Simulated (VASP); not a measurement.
Given:

```xyz
3
Lattice="1.7930 -3.1056 0.0000 1.7930 3.1056 0.0000 0.0000 0.0000 5.2745" Properties=species:S:1:pos:R:3 pbc="T T T"
Sn     0.0000     0.0000     0.0000
S      1.7930     1.0352     1.4638
S      1.7930    -1.0352     3.8107
```

These are LDA (Ceperley-Alder, Perdew-Zunger), VASP's LDA PAW potentials (set 64) (plane waves; VASP) values and carry that method's errors. Numerical set-up: 500 eV cut-off, 7×7×4 Γ-centred mesh, Gaussian smearing of 0.050 eV, potentials Sn_d S.

Task: Predict the energy per atom (σ→0), pressure.

Result: 
- energy per atom (σ→0) = -482.0 kJ/mol of atoms
- pressure = 5.02 GPa

The absolute energy has meaning only against runs of the same code, potentials and settings.

The compound is SnS2 in the 1T layered structure. It was relaxed first under an external pressure of 5 GPa.
